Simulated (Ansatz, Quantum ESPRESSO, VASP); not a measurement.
One structure in several programs: Sr2H3I (P1, 6 atoms in the cell)

Self-consistent single point, at a second geometry (atoms moved at random). First geometry:

```
Sr2H3I
1.0
    4.24273     0.00000     0.00000
   -2.12136     3.67431     0.00000
    0.00000     0.00000     7.68275
Sr H I
2 3 1
Cartesian
  2.12137   1.22477   5.21398
  0.00000   2.44954   2.46877
  0.00000   0.00000   3.84138
  2.12137   1.22477   2.74466
  0.00000   2.44954   4.93809
  0.00000   0.00000   0.00000
```

Second geometry:
```xyz
6
Lattice="4.2427 0.0000 0.0000 -2.1214 3.6743 0.0000 0.0000 0.0000 7.6828" Properties=species:S:1:pos:R:3 pbc="T T T"
Sr     2.1269     1.2181     5.2184
Sr     0.0030     2.4816     2.4910
H     -0.0002     0.0056     3.7892
H      2.1535     1.1706     2.7438
H     -0.0229     2.4685     4.9190
I     -0.0176     0.0042     0.0456
```

Shared settings, as Ansatz (a quantum-chemistry and plane-wave program) writes them: kpoints.mp_grid.grid = 6 6 3; scf.occupations.method = fermi_dirac; scf.occupations.width = 0.0015 Ry. Potentials and cutoffs stand in the table.

```json
[
 {"code": "Ansatz", "model": "PBEsol, default PAW files made with PBE", "ΔF from the first geometry (meV/atom)": "3.3", "pressure (GPa)": "-1.69", "largest force (eV/Å)": "0.251", "gap on the mesh (eV)": "2.023", "cutoff": "default"},
 {"code": "VASP", "model": "PBEsol, VASP's PBE PAW potentials (set 64)", "ΔF from the first geometry (meV/atom)": "3.5", "pressure (GPa)": "-2.07", "largest force (eV/Å)": "0.267", "gap on the mesh (eV)": "1.986", "cutoff": "300 eV"},
 {"code": "Quantum ESPRESSO", "model": "PBEsol, PseudoDojo standard norm-conserving (PBESOL) pseudopotentials", "ΔF from the first geometry (meV/atom)": "3.3", "pressure (GPa)": "-1.67", "largest force (eV/Å)": "0.251", "gap on the mesh (eV)": "2.024", "cutoff": "75 Ry"}
]
```

Size of the force on each atom (eV/Å): Sizes of forces hide their directions.

| code | Sr1 | Sr2 | H3 | H4 | H5 | I6 |
|---|---|---|---|---|---|---|
| Ansatz | 0.079 | 0.249 | 0.110 | 0.251 | 0.110 | 0.134 |
| VASP | 0.089 | 0.267 | 0.111 | 0.256 | 0.117 | 0.135 |
| Quantum ESPRESSO | 0.079 | 0.249 | 0.111 | 0.251 | 0.109 | 0.134 |

Gaps are read on the mesh.

On Ansatz's run: spin-orbit coupling is off.

The spread over the programs that give each value: ΔF from the first geometry within 0.2 meV/atom; pressure within 0.40 GPa; largest force within 0.016 eV/Å; gap on the mesh within 0.038 eV.

Ansatz's pressure is given at a fixed set of plane waves, as the other plane-wave codes print theirs; with its correction for the finite basis it is -1.64 GPa.

VASP's run is marked for a possible Pulay error in its stress at this cutoff; no cutoff test was made.

The starting cell comes from a database of computed structures (which also holds hypothetical and non-ambient phases and stackings), without a prior relaxation at this level. For this run, on top of that: atoms moved at random.

Left out of this page: GPAW, CP2K and SIESTA (not drawn, or without a comparable value).

Keys are those of Ansatz 0.2.
